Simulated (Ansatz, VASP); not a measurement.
## One calculation of LiCaCdC6N6, two programs

File INCAR:

```
SYSTEM = LiCaCdC6N6
ALGO     = Normal         ! electronic algorithm
EDIFF    = 1E-6           ! SCF threshold, eV
ENCUT    = 520            ! plane-wave cutoff, eV
GGA      = PE             ! functional
ISIF     = 2              ! what is computed and relaxed
ISMEAR   = 0              ! smearing method
LASPH    = .True.         ! aspherical terms in the spheres
LCHARG   = .False.        ! write CHGCAR
LREAL    = Auto         
LWAVE    = .False.        ! write WAVECAR
NBANDS   = 52             ! bands
NELM     = 80             ! most SCF steps
PREC     = Accurate       ! precision mode
SIGMA    = 0.1            ! smearing width, eV
```

File KPOINTS:

```
k-points
0
Gamma
  4 4 4
  0 0 0
```

The input POSCAR:

```
LiCaCdC6N6
1.0
    0.0000000000      5.3735000000      5.3735000000
    5.3735000000      0.0000000000      5.3735000000
    5.3735000000      5.3735000000      0.0000000000
Li Ca Cd C N
1 1 1 6 6
Direct
    0.7500000000      0.7500000000      0.7500000000
    0.0000000000      0.0000000000      0.0000000000
    0.5000000000      0.5000000000      0.5000000000
    0.8040383400      0.1959616600      0.1959616600
    0.1959616600      0.1959616600      0.8040383400
    0.8040383400      0.1959616600      0.8040383400
    0.1959616600      0.8040383400      0.8040383400
    0.8040383400      0.8040383400      0.1959616600
    0.1959616600      0.8040383400      0.1959616600
    0.6951707500      0.3048292500      0.3048292500
    0.3048292500      0.3048292500      0.6951707500
    0.6951707500      0.3048292500      0.6951707500
    0.3048292500      0.6951707500      0.6951707500
    0.6951707500      0.6951707500      0.3048292500
    0.3048292500      0.6951707500      0.3048292500
```

Input for Ansatz:

```yaml
crystal:
  lattice:
    - [0.0, 5.3735, 5.3735]
    - [5.3735, 0.0, 5.3735]
    - [5.3735, 5.3735, 0.0]
  atoms:
    - { symbol: Li, position: [0.75, 0.75, 0.75] }
    - { symbol: Ca, position: [0.0, 0.0, 0.0] }
    - { symbol: Cd, position: [0.5, 0.5, 0.5] }
    - { symbol: C, position: [0.80403834, 0.19596166, 0.19596166] }
    - { symbol: C, position: [0.19596166, 0.19596166, 0.80403834] }
    - { symbol: C, position: [0.80403834, 0.19596166, 0.80403834] }
    - { symbol: C, position: [0.19596166, 0.80403834, 0.80403834] }
    - { symbol: C, position: [0.80403834, 0.80403834, 0.19596166] }
    - { symbol: C, position: [0.19596166, 0.80403834, 0.19596166] }
    - { symbol: "N", position: [0.69517075, 0.30482925, 0.30482925] }
    - { symbol: "N", position: [0.30482925, 0.30482925, 0.69517075] }
    - { symbol: "N", position: [0.69517075, 0.30482925, 0.69517075] }
    - { symbol: "N", position: [0.30482925, 0.69517075, 0.69517075] }
    - { symbol: "N", position: [0.69517075, 0.69517075, 0.30482925] }
    - { symbol: "N", position: [0.30482925, 0.69517075, 0.30482925] }
basis:
  ecutwfc: 420
kpoints:
  mp_grid: { grid: [4, 4, 4] }
hamiltonian:
  xc: pbe
scf:
  occupations: { method: gaussian, width: 0.1 }
  lower_state_search: "off"
output:
  forces: true
  stress: true
  eigenvalues: true
```

Alike in both runs: task single point; functional PBE; k mesh 4 × 4 × 4; occupations gaussian, width 0.1 eV; no spin polarisation.

|  | VASP | Ansatz |
| --- | --- | --- |
| version | VASP 6.6.1 | Ansatz 0.2.0 |
| potentials or method | VASP PAW PBE potentials, release 64 (Li_sv, Ca_sv, Cd, C, N) | scalar-relativistic, plane waves, PAW |
| plane-wave cutoff (eV) | 520 | 420 |
| valence electrons in the cell | 79 | 87 |

|  | VASP | Ansatz | Ansatz less VASP |
| --- | --- | --- | --- |
| gap on the k mesh at the Fermi level (eV) | none | none | - |
| rms of the force components (eV/Å) | 1.422 | 1.578 | +0.1558 |

Atom by atom the forces differ by 0.160 eV/Å (rms over components). A gap of «none» marks a metal or a gap that the smearing closes. The two sets of potentials don't hold the same shells in valence.

Caveats: the standard files for N, O and F lose accuracy on very short bonds; forces of over 1 eV/Å show positions far from the minimum, so gaps and moduli don't describe the material at rest.
